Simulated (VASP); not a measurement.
Method: PBE GGA, VASP's PBE PAW potentials (set 64) (plane waves; VASP).

The input files of a VASP run:

### POSCAR
```
NbP
1
    3.4409465119     0.0000000000     0.0000000000
   -1.7204732560     2.9799471753     0.0000000000
    0.0000000000     0.0000000000     7.6556521249
Nb P
2 2
Direct
  0.3333330000   0.6666670000   0.0298602124
  0.6666670000   0.3333330000   0.5298602124
  0.3333330000   0.6666670000   0.3451397876
  0.6666670000   0.3333330000   0.8451397876
```

KPOINTS:
```
Regular mesh
0
Gamma
 11 11 5
0 0 0
```

### INCAR
```
SYSTEM = NbP
PREC = Accurate
ENCUT = 400
EDIFF = 1E-7
NELM = 100
ALGO = Normal
LREAL = .FALSE.
LASPH = .TRUE.
ISMEAR = -5
GGA = PE
LMAXMIX = 4
LWAVE = .FALSE.
LCHARG = .TRUE.
LORBIT = 11
NEDOS = 601
ISIF = 2
LEFG = .TRUE.
```

POTCAR, in this order: Nb_sv P (PBE.64 set). Program: vasp_std.

What VASP printed:

**OSZICAR**
```
       N       E                     dE             d eps       ncg     rms          rms(c)
DAV:   1     0.291403519449E+03    0.29140E+03   -0.17172E+04  2192   0.131E+03
DAV:   2    -0.719348314120E+01   -0.29860E+03   -0.29328E+03  2638   0.474E+02
DAV:   3    -0.329449699640E+02   -0.25751E+02   -0.25500E+02  3936   0.101E+02
DAV:   4    -0.346148447252E+02   -0.16699E+01   -0.16641E+01  3108   0.236E+01
DAV:   5    -0.346992574880E+02   -0.84413E-01   -0.84441E-01  3464   0.528E+00    0.124E+01
DAV:   6    -0.320567865153E+02    0.26425E+01   -0.17228E+01  3078   0.235E+01    0.529E+00
DAV:   7    -0.320315407825E+02    0.25246E-01   -0.91187E-01  3298   0.587E+00    0.327E+00
DAV:   8    -0.320280010769E+02    0.35397E-02   -0.15014E-01  3160   0.234E+00    0.515E-01
DAV:   9    -0.320271262102E+02    0.87487E-03   -0.21729E-02  3528   0.967E-01    0.332E-01
DAV:  10    -0.320273830756E+02   -0.25687E-03   -0.12248E-03  2862   0.277E-01    0.159E-01
DAV:  11    -0.320274723012E+02   -0.89226E-04   -0.61123E-04  2962   0.199E-01    0.269E-02
DAV:  12    -0.320274585562E+02    0.13745E-04   -0.61895E-05  2978   0.620E-02    0.111E-02
DAV:  13    -0.320274614867E+02   -0.29305E-05   -0.39914E-06  2950   0.185E-02    0.557E-03
DAV:  14    -0.320274617029E+02   -0.21617E-06   -0.80562E-07  2888   0.598E-03    0.213E-03
DAV:  15    -0.320274610915E+02    0.61140E-06   -0.29429E-07  2024   0.466E-03    0.591E-04
DAV:  16    -0.320274612012E+02   -0.10970E-06   -0.44226E-08  1632   0.243E-03    0.379E-04
DAV:  17    -0.320274612166E+02   -0.15460E-07   -0.14546E-08  1602   0.115E-03
   1 F= -.32027461E+02 E0= -.32027461E+02  d E =0.000000E+00
```

File OUTCAR:
```
------------------------ aborting loop because EDIFF is reached ----------------------------------------
  FORCE on cell =-STRESS in cart. coord.  units (eV):
  Direction    XX          YY          ZZ          XY          YZ          ZX
  --------------------------------------------------------------------------------------
  Total       -0.0084074     -0.0084074      0.0990350      0.0000000      0.0000000      0.0000000
  in kB       -0.1715947     -0.1715947      2.0212983      0.0000000      0.0000000      0.0000000
  external PRESSURE =       0.5593697 kB  Pullay stress =       0.0000000 kB
  volume of cell :       78.50
      direct lattice vectors                 reciprocal lattice vectors
     3.440946512  0.000000000  0.000000000     0.290617711  0.167788209  0.000000000
    -1.720473256  2.979947175  0.000000000     0.000000000  0.335576418  0.000000000
     0.000000000  0.000000000  7.655652125     0.000000000  0.000000000  0.130622445
 POSITION                                       TOTAL-FORCE (eV/Angst)
 -----------------------------------------------------------------------------------
     -0.00000      1.98663      0.22860        -0.000000     -0.000000      0.043175
      1.72047      0.99331      4.05643         0.000000      0.000000      0.043175
     -0.00000      1.98663      2.64227        -0.000000      0.000000     -0.043175
      1.72047      0.99331      6.47010         0.000000     -0.000000     -0.043175
 -----------------------------------------------------------------------------------
    total drift:                               -0.003411      0.001969     -0.000166
  FREE ENERGIE OF THE ION-ELECTRON SYSTEM (eV)
  ---------------------------------------------------
  free  energy   TOTEN  =       -32.0274612166 eV

  energy  without entropy=      -32.0274612166  energy(sigma->0) =      -32.02746122

 total charge

# of ion       s       p       d       tot
------------------------------------------
    1        2.173   5.999   2.514  10.686
    2        2.173   5.999   2.514  10.686
    3        1.048   1.523   0.000   2.570
    4        1.048   1.523   0.000   2.570
--------------------------------------------------
tot          6.442  15.043   5.028  26.513
```
(Selected blocks of OUTCAR.)

### OUTCAR
```
 val. band max:        8.0235647462   @ k =   0.0909   0.0000   0.2000

 cond. band min:       8.0538425129   @ k =   0.2727   0.2727   0.4000


 Fermi energy:         8.0982737743

 k-point     1 :       0.0000    0.0000    0.0000
  band No.  band energies     occupation
      1     -47.0066      2.00000
      2     -47.0047      2.00000
      3     -23.2001      2.00000
      4     -23.1421      2.00000
      5     -22.9814      2.00000
      6     -22.9814      2.00000
      7     -22.9788      2.00000
      8     -22.9788      2.00000
      9      -3.6819      2.00000
     10      -2.5918      2.00000
     11       2.6984      2.00000
     12       3.7065      2.00000
     13       5.8170      2.00000
     14       5.8170      2.00000
     15       6.2760      2.00000
     16       6.2760      2.00000
     17       7.2916      2.00000
     18       8.2248      0.35375
     19       8.2248      0.00000
     20       8.8909      0.00000
     21       8.8909      0.00000
     22       9.1947      0.00000

 k-point     2 :       0.0909    0.0000    0.0000
  band No.  band energies     occupation
      1     -47.0047      2.00000
      2     -47.0030      2.00000
      3     -23.1958      2.00000
      4     -23.1399      2.00000
      5     -23.0020      2.00000
      6     -22.9995      2.00000
      7     -22.9864      2.00000
      8     -22.9835      2.00000
      9      -3.5778      2.00000
     10      -2.5279      2.00000
     11       2.8449      2.00000
     12       3.7843      2.00000
     13       5.5181      2.00000
     14       5.8216      2.00000
     15       6.0313      2.00000
     16       6.3380      2.00000
     17       7.2364      2.00000
     18       7.9584      2.01174
     19       8.2296      0.00000
     20       8.8263      0.00000
     21       8.9107      0.00000
     22       9.5565      0.00000

 k-point     3 :       0.1818   -0.0000    0.0000
  band No.  band energies     occupation
      1     -46.9998      2.00000
...
```

For a metal the tetrahedron method with Blöchl corrections gives inexact stress and forces.

The structure was generated: NbP was put into the wurtzite type (P6_3mc), which need not be its known phase. It was relaxed first, which changed the volume by -36 %.
